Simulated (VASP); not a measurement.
An input for Ansatz (written as the equivalent of a VASP run, and not itself run):

Ansatz 0.2 input:
```yaml
crystal:
  lattice:
    - [0.0000000, 1.8050000, 1.8050000]
    - [1.8050000, 0.0000000, 1.8050000]
    - [1.8050000, 1.8050000, 0.0000000]
  atoms:
    - { symbol: Cu, position: [0.0000000, 0.0000000, 0.0000000] }
kpoints:
  mp_grid: { grid: [21, 21, 21] }
hamiltonian:
  xc: lda
  pseudopotentials: { kind: paw }
scf:
  occupations: { method: gaussian, width: 0.2 }
  max_iter: 100
output: { forces: true, stress: true, eigenvalues: true }
```

Problem. Write the VASP files for the same calculation (LDA).

Solution. Several could match; the one computed here: 
KPOINTS:
```
Automatic mesh
0
Gamma
21 21 21
0 0 0
```

### INCAR
```
# general
SYSTEM   =  Cu
PREC     =  Accurate
ENCUT    =  300
LREAL    =  .FALSE.
LASPH    =  .TRUE.

# electronic loop
EDIFF    =  1E-6
NELM     =  100
ALGO     =  Normal
LMAXMIX  =  4

# smearing
ISMEAR   =  0
SIGMA    =  0.2

# ions
ISIF     =  2

# output
LWAVE    =  .FALSE.
LCHARG   =  .FALSE.
```

### POSCAR
```
Cu
3.610
  0.0000000000   0.5000000000   0.5000000000
  0.5000000000   0.0000000000   0.5000000000
  0.5000000000   0.5000000000   0.0000000000
Cu
1
direct
  0.0000000000   0.0000000000   0.0000000000
```

POTCAR, in this order: Cu (LDA.64 set). Program: vasp_std.

Limits of the translation: each code has its own PAW files, so the cut-off isn't converted (ENCUT is set for VASP's; basis.ecutwfc is left out, and Ansatz then takes the one that its files recommend); Ansatz stops its SCF on the density residual and VASP on the energy change (EDIFF); Ansatz's lda is the Perdew-Wang form, while the LDA potentials of VASP carry Perdew-Zunger's.

The structure is a typed Cu crystal (Fm-3m). The cell was not relaxed at this level. The run is one of a series of settings (GGA removed, POTCAR Cu (LDA.64 set) against the base run), some of them coarse on purpose.
